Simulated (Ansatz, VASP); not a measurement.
## AlRu5 in two plane-wave programs

Wanted: the spread between two codes on one cell, functional and k mesh. The cell is invented: As first built, before any earlier steps moved the atoms (in the runner's words): it takes the GdRh5 structure with all of its atoms replaced by other elements, volume scaled by an estimate. It may not be a known or stable phase. The cell is taken from a series of runs on this material, whose earlier steps may have relaxed, scaled, displaced or heated it; both programs get it as it stands. Valence electrons are named where the data sets of a main pair hold unlike numbers.

Program: Ansatz 0.2.0. Level of theory: plane waves, with VASP 6.6.1 beside it; single point at PBE. Results are calculated unless marked as measured.

## (1) The structure

Symmetry: P1, No. 1, triclinic system. The conventional cell has a = 4.620 Å, b = 4.861 Å, c = 4.861 Å, α = 120.00°, β = 90.00°, γ = 90.00°. Nearest to Ru lie 8 Ru at 2.37 to 2.74 Å. Ru has 8 Ru at 2.35 to 2.75 Å nearest. Nearest to Ru lie 8 Ru at 2.35 to 2.72 Å. Ru has 9 Ru at 2.65 to 2.89 Å and 3 Al at 2.75 to 2.87 Å nearest. Nearest to Ru lie 8 Ru at 2.65 to 2.80 Å and 3 Al at 2.78 to 2.83 Å. Nearest to Al lie 6 Ru at 2.75 to 2.87 Å. As first built, before any earlier steps moved the atoms (in the runner's words): sites of the GdRh5 structure (space group 191) filled with other elements, volume scaled by an estimate. Farther neighbours are not listed.

Coordinates:

```cif
data_structure
_symmetry_space_group_name_H-M 'P1'
_symmetry_Int_Tables_number 1
_cell_length_a 4.6202
_cell_length_b 4.8614
_cell_length_c 4.8614
_cell_angle_alpha 120.000
_cell_angle_beta 90.000
_cell_angle_gamma 90.000
_cell_volume 94.56
loop_
_atom_site_label
_atom_site_type_symbol
_atom_site_symmetry_multiplicity
_atom_site_Wyckoff_symbol
_atom_site_fract_x
_atom_site_fract_y
_atom_site_fract_z
_atom_site_occupancy
Ru1 Ru 1 a 0.50070 0.51070 0.00944 1
Ru2 Ru 1 a 0.50336 0.49371 0.49430 1
Ru3 Ru 1 a 0.50237 0.00680 0.48926 1
Ru4 Ru 1 a 0.99678 0.32306 0.66483 1
Ru5 Ru 1 a 0.00592 0.67261 0.32886 1
Al1 Al 1 a 0.99763 0.00593 0.00187 1
```

## (2) Ansatz: single point, PBE

Ansatz runs on its default PAW (the set named soft_2) files.

A single point gives forces, pressure and levels at one fixed geometry, so differences don't come from the geometry; what else differs is listed under the comparison.

Input file input.yaml:

```yaml
crystal:
  lattice:
    - [4.861357692, 0.0, 0.0]
    - [-2.430678846, 4.2100593361, 0.0]
    - [0.0, 0.0, 4.6201544114]
  atoms:
    - { symbol: Ru, position: [0.5107, 0.009437, 0.500704] }
    - { symbol: Ru, position: [0.493714, 0.494301, 0.503364] }
    - { symbol: Ru, position: [0.006804, 0.489257, 0.502368] }
    - { symbol: Ru, position: [0.323063, 0.664834, -0.003218] }
    - { symbol: Ru, position: [0.672608, 0.328861, 0.005923] }
    - { symbol: Al, position: [0.005929, 0.001875, -0.002365] }
hamiltonian:
  xc: pbe
  pseudopotentials: { kind: paw }
kpoints:
  mp_grid: { grid: [5, 5, 5] }
scf:
  occupations: { method: fermi_dirac, width: 0.05 }
  n_extra_bands: 5
output:
  forces: true
  stress: true
  eigenvalues: true
  write_density: true
  write_potential: true
  elf: true
  volumetric_format: npy
```

Launch:

```console
$ ansatz run input.yaml --threads 4 --pin off --max-ram 9216MiB --backend cpu --events-out ev --progress --plain --runs-dir out
```

Numbers of over 12 decimals in the logs are rounded to 6 here.

The log of the run:

```text
scf.n_extra_bands = 5 over 42 filled bands (N_el = 83.0): the run solves 47 bands
Engine: ansatz 0.2.0, aarch64-unknown-linux-gnu
Pseudopotentials: kind: paw
Pseudopotential: Ru, paw, valence charge 16, recommended cutoff 420 eV (normal), Ru.paw.azcp
Pseudopotential: Al, paw, valence charge 3, recommended cutoff 420 eV (normal), Al.paw.azcp
Functional definition: PBE
  parameter kappa = 0.804
  parameter beta = 0.066725
  exchange = pbe_x(kappa = kappa, mu = beta*pi^2/3)
  correlation = pbe_c(beta = beta)
Crystal: 6 atoms, lattice volume = 94.559 Å³
Basis set: ecut = 420 eV, 1833 PW (Γ), exchange–correlation on 72×72×64 points (8 copies of the dense FFT grid, shifted against one another)
Bands: 47, of which v1, the nominal top of the filled ones, is band 42 counted from 1 (41 counted from 0)
Symmetry: 1 space group operations
Space group: P1 (ITA 1), of the structure as read, at distance tolerance 4.6e-5 Å
k-points: 63 of 125 (time reversal used)
Non-local potential: Ru, projectors of the file, l = 0: 3, l = 1: 2, l = 2: 2, l = 3: 1
Non-local potential: Al, projectors of the file, l = 0: 2, l = 1: 2, l = 2: 1
PAW form: soft (Blöchl's): semilocal exchange-correlation on the pseudo side does not see the compensation charge
PAW one-centre angular grid: Ru, 590 points (default); XC on 64 Gauss nodes
PAW one-centre angular grid: Al, 110 points (default); XC on 64 Gauss nodes
Initial density: superposition of atomic densities (neutral atoms: chi_scale 0, normalization atom), corrected by the library's trained network
Initial wavefunctions: pseudopotential atomic-orbital guess
Functional: x = pbe(κ = 0.804, μ = 0.219515), c = pbe(β = 0.066725)
SCF iter   1: F=—  HF=-29927.824697 eV  |F-HF|=—  |Δ(HF+E_count)|=         —  Δρ=1.16e-2  dr2=5.24e-2  ethr=1.77e-3  ⟨swp⟩=5.2  Hψ=9723  notcnv=0
preconditioner: auto → Kerker (q_TF=auto, 2.670 Å⁻¹)  [metal: Δε(μ)=0.002 eV  Ē_g=3.861 eV  σ=0.050 eV  W_gap=0.01  n_scr=26 (ndim 8)  ℏωp=25.0 eV  f_vac=0.000  D(μ)=9.47/eV (n_scr^D=132)]
SCF iter   2: F=—  HF=-29927.816329 eV  |F-HF|=—  |Δ(HF+E_count)|=   8.37e-3  Δρ=5.33e-3  dr2=1.22e-2  ethr=6.32e-5  ⟨swp⟩=1.9  Hψ=3866  notcnv=0
SCF iter   3: F=—  HF=-29927.814150 eV  |F-HF|=—  |Δ(HF+E_count)|=   2.18e-3  Δρ=9.00e-4  dr2=5.49e-4  ethr=1.47e-5  ⟨swp⟩=2.6  Hψ=5157  notcnv=0
SCF iter   4: F=—  HF=-29927.814138 eV  |F-HF|=—  |Δ(HF+E_count)|=   1.25e-5  Δρ=1.91e-4  dr2=3.39e-5  ethr=6.62e-7  ⟨swp⟩=2.0  Hψ=4723  notcnv=0
SCF iter   5: F=—  HF=-29927.814227 eV  |F-HF|=—  |Δ(HF+E_count)|=   8.88e-5  Δρ=5.94e-5  dr2=3.75e-6  ethr=4.08e-8  ⟨swp⟩=2.2  Hψ=4472  notcnv=0
SCF iter   6: F=—  HF=-29927.814227 eV  |F-HF|=—  |Δ(HF+E_count)|=   1.68e-8  Δρ=2.02e-5  dr2=4.49e-7  ethr=4.52e-9  ⟨swp⟩=2.0  Hψ=4361  notcnv=0
SCF iter   7: F=-29927.814227 eV  HF=-29927.814227 eV  |F-HF|=3.10e-8  |Δ(HF+E_count)|=   2.53e-8  Δρ=6.76e-6  dr2=6.71e-8  ethr=1.20e-10  ⟨swp⟩=8.7  Hψ=21066  notcnv=0
SCF 1 converged in 7 iterations: F = -29927.814227 eV  dr2 = 6.71e-8
  greatest PAW one-centre occupation: 0.998 electrons in one spin orbital (limit 2), on the Ru atom at site 2 (counted from 0), in its partial waves of l = 0
SCF converged after 7 iterations
Free energy (F): -29927.814227 eV
Harris-Foulkes:  -29927.814227 eV  (|F-HF|=3.10e-8)
Internal energy: -29927.736332 eV  (E = F + TS)
E sigma→0 (E₀):  -29927.775279 eV
Entropy (-TS):   -0.077895 eV (-12.982 meV/atom)
Fermi energy:    17.763619 eV
--- Per-component energies (eV) ---
  E_band       = -670.854197
  E_kinetic    = 2595.280729
  E_local      = -9341.555041  (includes V_loc(G=0)·N_el)
  E_nonlocal   = 1731.332419
  E_hartree    = 3340.618044
  E_xc         = -989.679565
  E_vxc        = -1221.288741  (∫ρ·V_xc dr)
  E_paw        = -17773.385201  (= ΣΔE_a)
  E_vpaw       = -1115.867547  (= ΣTr[D̂ρ^β])
  E_aug_tail   = -0.000892  (compensation charges beyond the density's cutoff)
  E_ewald      = -9490.346826
  E_smearing   = -0.077895  (= −TS)
  E_closure    = -0.000000  (closes the sum)
  Σ components = -29927.814227   (vs F -29927.814227, Δ=0.00e0)
--- Forces (eV/Å), atoms counted from 1 ---
  atom   1  Ru    -0.00881495    -0.50796668     0.04159693
  atom   2  Ru     0.06457981     0.04562025    -0.02909909
  atom   3  Ru    -0.09766826    -0.04137338    -0.04797195
  atom   4  Ru     0.32195278     0.29993046     0.32354648
  atom   5  Ru    -0.17523386     0.31646866    -0.26114791
  atom   6  Al    -0.10482483    -0.11268028    -0.02692216
  max |Σ_I F_I| component: 9.32e-6 eV/Å
--- Stress (GPa, compression-positive) ---
        3.004999       0.711883       0.075278
        0.711884       2.902804      -0.003641
        0.075279      -0.003641      -0.433000
  P = ⅓ Tr σ = 1.8249 GPa (18.249 kbar)
--- Band table (eV; the first three rows and the last of 63) ---
  k-point 0: bands = [... 38 lower, 17.5456, 17.7772, 17.9308, 18.1402, 18.2085, 18.2364, 19.2734, 19.4202, ... 1 higher]
  k-point 1: bands = [... 38 lower, 17.6264, 18.0963, 18.1797, 18.2090, 18.3771, 18.4598, 18.7255, 18.8628, ... 1 higher]
  k-point 2: bands = [... 38 lower, 18.0905, 18.2194, 18.2451, 18.5012, 18.5192, 18.6706, 19.6534, 19.6918, ... 1 higher]
  k-point 62: bands = [... 38 lower, 17.1536, 17.2674, 17.4552, 17.6766, 17.7365, 18.2721, 18.3373, 19.0112, ... 1 higher]
```

In the SCF lines HF is the Harris–Foulkes energy and dr2 the Hartree energy of the density residual, in eV; the loop may stop once dr2 is under the threshold and the program's other checks hold. Hψ counts applications of the Hamiltonian.

The run ends at a pressure of 1.82 GPa, with forces up to 0.55 eV/Å.

## (3) VASP: single point, PBE

The same cell, functional, mesh and smearing now go to VASP, with its own data sets.

Lines of VASP's logs that name or quote its potential files are left out, and so is its time.

Input file INCAR:

```
SYSTEM = AlRu5
PREC = Accurate
ENCUT = 460
EDIFF = 1E-06
NELM = 100
ISMEAR = -1
SIGMA = 0.05
LREAL = .FALSE.
ALGO = Normal
GGA = PE
NBANDS = 51
LORBIT = 11
LWAVE = .FALSE.
LCHARG = .FALSE.
KPAR = 2
ISIF = 2
```

Input file POSCAR:

```
AlRu5
1.0
    4.8613576920      0.0000000000      0.0000000000
   -2.4306788460      4.2100593361      0.0000000000
    0.0000000000      0.0000000000      4.6201544114
Ru Al
5 1
Direct
    0.5107000000      0.0094370000      0.5007040000
    0.4937140000      0.4943010000      0.5033640000
    0.0068040000      0.4892570000      0.5023680000
    0.3230630000      0.6648340000      0.9967820000
    0.6726080000      0.3288610000      0.0059230000
    0.0059290000      0.0018750000      0.9976350000
```

Input file KPOINTS:

```
Automatic mesh
0
Gamma
5 5 5
0 0 0
```

The projector-augmented-wave data sets are Ru_sv_GW and Al_GW (PBE family, release 64).

Launch:

```console
$ mpirun -np 2 vasp_std
```

The log of the run:

```text
[banner, memory and clock lines left out]
running    2 mpi-ranks, on    1 nodes
 distrk:  each k-point on    1 cores,    2 groups
 distr:  one band on    1 cores,    1 groups

 POSCAR found type information on POSCAR RuAl
 POSCAR found :  2 types and       6 ions
 LDA part: xc-table for (Slater+PW92), standard interpolation
 POSCAR, INCAR and KPOINTS ok, starting setup
 FFT: planning ... GRIDC
 FFT: planning ... GRID_SOFT
 FFT: planning ... GRID
 WAVECAR not read
 entering main loop
       N       E                     dE             d eps       ncg     rms          rms(c)
DAV:   1     0.127652660896E+04    0.12765E+04   -0.49358E+04  7114   0.167E+03
DAV:   2     0.640060309814E+02   -0.12125E+04   -0.11653E+04  7382   0.101E+03
DAV:   3    -0.461981550159E+02   -0.11020E+03   -0.10415E+03 11300   0.251E+02
DAV:   4    -0.517429746397E+02   -0.55448E+01   -0.51413E+01 10868   0.504E+01
DAV:   5    -0.520790340909E+02   -0.33606E+00   -0.31924E+00 10724   0.950E+00    0.183E+01
DAV:   6    -0.455722567282E+02    0.65068E+01   -0.33592E+01  9716   0.444E+01    0.630E+00
DAV:   7    -0.456892289565E+02   -0.11697E+00   -0.22768E+00  9705   0.159E+01    0.602E+00
DAV:   8    -0.454425969457E+02    0.24663E+00   -0.16002E+00 10529   0.123E+01    0.380E+00
DAV:   9    -0.453686444236E+02    0.73953E-01   -0.31885E-01  9316   0.533E+00    0.127E+00
DAV:  10    -0.453511817276E+02    0.17463E-01   -0.73864E-02 10012   0.315E+00    0.394E-01
DAV:  11    -0.453481423416E+02    0.30394E-02   -0.23839E-02 10188   0.121E+00    0.229E-01
DAV:  12    -0.453481893459E+02   -0.47004E-04   -0.33978E-03 10156   0.677E-01    0.202E-01
DAV:  13    -0.453479028014E+02    0.28654E-03   -0.14253E-03 10012   0.447E-01    0.647E-02
DAV:  14    -0.453479095341E+02   -0.67327E-05   -0.36117E-04 11324   0.237E-01    0.492E-02
DAV:  15    -0.453478868864E+02    0.22648E-04   -0.70769E-05 10196   0.110E-01    0.127E-02
DAV:  16    -0.453478827703E+02    0.41161E-05   -0.93368E-06  8620   0.296E-02    0.329E-03
DAV:  17    -0.453478825962E+02    0.17406E-06   -0.54403E-07  3892   0.989E-03
   1 F= -.45347883E+02 E0= -.45308953E+02  d E =-.778602E-01
```

OUTCAR, selected parts (step 3):

```text
ion  position               nearest neighbor table
   1  0.511  0.009  0.501-   3 2.37   2 2.40   2 2.46   3 2.49   5 2.65
   2  0.494  0.494  0.503-   3 2.35   1 2.40   1 2.46   3 2.51
   3  0.007  0.489  0.502-   2 2.35   1 2.37   1 2.49   2 2.51   4 2.65
   4  0.323  0.665  0.997-   3 2.65
   5  0.673  0.329  0.006-   1 2.65
   6  0.006  0.002  0.998-

  LATTYP: Found a hexagonal cell.
 ALAT       =     4.8613576920
 C/A-ratio  =     0.9503835562

 Subroutine GETGRP returns: Found  1 space group operations
 (whereof  1 operations were pure point group operations)

The static configuration has the point symmetry C_1 .

 Found     63 irreducible k-points:

   k-points           NKPTS =     63   k-points in BZ     NKDIM =     63   number of bands    NBANDS=     51

   dimension x,y,z NGX =    36 NGY =   36 NGZ =   32
   dimension x,y,z NGXF=    72 NGYF=   72 NGZF=   64

   ENCUT  =  460.0 eV  33.81 Ry    5.81 a.u.   8.50  8.50  8.08*2*pi/ulx,y,z

   NELECT =      83.0000    total number of electrons

 k-points in reciprocal lattice and weights: Automatic mesh
   0.00000000  0.00000000  0.00000000       0.008
   0.20000000  0.00000000  0.00000000       0.016
   0.00000000  0.20000000  0.00000000       0.016
  -0.20000000  0.20000000  0.00000000       0.016
   0.40000000 -0.00000000  0.00000000       0.016
   0.00000000  0.40000000  0.00000000       0.016
  -0.40000000  0.40000000  0.00000000       0.016
   0.20000000  0.20000000  0.00000000       0.016
  -0.20000000  0.40000000  0.00000000       0.016
[...]
0.20000000  0.40000000  0.40000000       0.016
  -0.40000000 -0.40000000  0.40000000       0.016

 average (electrostatic) potential at core
       1 -89.0170       2 -89.0230       3 -89.0331       4 -88.8260       5 -88.8303
       6 -48.6977

 E-fermi :   9.4384

 k-point     1 :       0.0000    0.0000    0.0000
  band No.  band energies     occupation
    ...
     36       7.4012      2.00000
     37       9.0495      1.99916
     38       9.1096      1.99722
     39       9.2215      1.97420
     40       9.4523      0.86176
     41       9.6059      0.06772
     42       9.8172      0.00102
     43       9.8837      0.00027
     44       9.9116      0.00016
     45      10.9469      0.00000
    ...

 k-point     2 :       0.2000    0.0000    0.0000
  band No.  band energies     occupation
    ...
     37       8.3299      2.00000
     38       9.0705      1.99873
     39       9.2171      1.97631
     40       9.2508      1.95413
     41       9.4466      0.91804
     42       9.5423      0.22230
     43       9.6887      0.01330
     44       9.7702      0.00262
     45      10.9908      0.00000
     46      11.4285      0.00000
    ...

 k-point     3 :       0.0000    0.2000    0.0000
  band No.  band energies     occupation
    ...
     37       8.3364      2.00000
     38       9.0627      1.99891
     39       9.2233      1.97324
     40       9.2458      1.95836
     41       9.4053      1.31859
     42       9.5932      0.08641
     43       9.6814      0.01536
     44       9.7234      0.00666
     45      11.0465      0.00000
     46      11.4029      0.00000
    ...

  Total        0.6458624      0.5862550     -1.4487841      0.4161183     -0.0021176      0.0453216
  in kB       10.9432996      9.9333306    -24.5477651      7.0505838     -0.0358792      0.7679154
  external PRESSURE =      -1.2237116 kB  Pullay stress =       0.0000000 kB

  energy-cutoff  :      460.00
  volume of cell :       94.56
      direct lattice vectors                 reciprocal lattice vectors
     4.861357692  0.000000000  0.000000000     0.205703851  0.118763172  0.000000000
    -2.430678846  4.210059336  0.000000000     0.000000000  0.237526343  0.000000000
     0.000000000  0.000000000  4.620154411     0.000000000  0.000000000  0.216442982

 POSITION                                       TOTAL-FORCE (eV/Angst)
 -----------------------------------------------------------------------------------
      2.45976      0.03973      2.31333        -0.011361     -0.523494      0.042163
      1.19863      2.08104      2.32562         0.076059      0.050826     -0.028810
     -1.15615      2.05980      2.32102        -0.106973     -0.032324     -0.048946
     -0.04547      2.79899      4.60529         0.319393      0.300746      0.324613
      2.47043      1.38452      0.02737        -0.172509      0.316563     -0.262101
      0.02427      0.00789      4.60923        -0.104608     -0.112317     -0.026920
 -----------------------------------------------------------------------------------
    total drift:                               -0.000293      0.000171     -0.000484

  FREE ENERGIE OF THE ION-ELECTRON SYSTEM (eV)
  ---------------------------------------------------
  free  energy   TOTEN  =       -45.3478825962 eV

  energy  without entropy=      -45.2700224064  energy(sigma->0) =      -45.30895250

 total charge
# of ion       s       p       d       f       tot
--------------------------------------------------
    1        2.224   6.217   5.411   0.034  13.885
    2        2.221   6.213   5.410   0.034  13.878
    3        2.226   6.220   5.413   0.036  13.896
    4        2.177   6.185   5.373   0.018  13.753
    5        2.178   6.185   5.373   0.018  13.754
    6        0.471   0.343   0.058   0.000   0.871
--------------------------------------------------
tot         11.496  31.362  27.038   0.140  70.036

[... 3 further parts left out ...]
```

This run has no spin polarisation. Its electron count is odd, so without a moment it is a metal by construction. The k-mesh is coarse for a metal.

## (4) Side by side

Known differences besides the potentials themselves: the cutoff is 420 eV in Ansatz and 460 eV in VASP; VASP leaves aspherical gradient terms in its spheres out (LASPH is not set), Ansatz keeps them. Total energies have different zeros and are not compared.

Compared:

```
                                        quantity  Ansatz   VASP  difference
                                  pressure (GPa)    1.82  -0.12       +1.95
pressure without Ansatz's Pulay correction (GPa)    1.76  -0.12       +1.88
```

Forces (eV/Å; atoms numbered as in POSCAR):

```
atom          Ansatz x, y, z            VASP x, y, z
 Ru1   -0.009, -0.508, 0.042   -0.011, -0.523, 0.042
 Ru2    0.065, 0.046, -0.029    0.076, 0.051, -0.029
 Ru3  -0.098, -0.041, -0.048  -0.107, -0.032, -0.049
 Ru4     0.322, 0.300, 0.324     0.319, 0.301, 0.325
 Ru5   -0.175, 0.316, -0.261   -0.173, 0.317, -0.262
 Al6  -0.105, -0.113, -0.027  -0.105, -0.112, -0.027
```

The forces differ by 5.7 meV/Å r.m.s., which is 2.7 % of the r.m.s. force of 0.214 eV/Å (both taken over all components). Ansatz's pressure holds a Pulay correction of 0.07 GPa; VASP's holds none.

## (5) What came out

| Quantity | Value |
| --- | --- |
| difference in pressure (single point, PBE) | 1.9 GPa |
| r.m.s. force difference (single point, PBE) | 2.7 % of the r.m.s. force |

The difference in pressure is 1.9 GPa (single point, PBE), beyond the 1 GPa picked in this series as the mark of a large difference. What causes the difference of the single point, PBE pair stays open here. How closely two codes agree says nothing of how well the functional describes the real material.

[Lines on the potential files, build, host, timing and source positions are cut from VASP's logs without a mark.]

[Logs are printed without paths, hosts, clocks, repeated set-up lines and the standing remarks that a program may print on its own settings, such as how far it seeks lower states.]

[Hosts, paths, dates, database ids (printed as entryN), source tags and the programs' standing remarks are cut or masked in the printed files.]
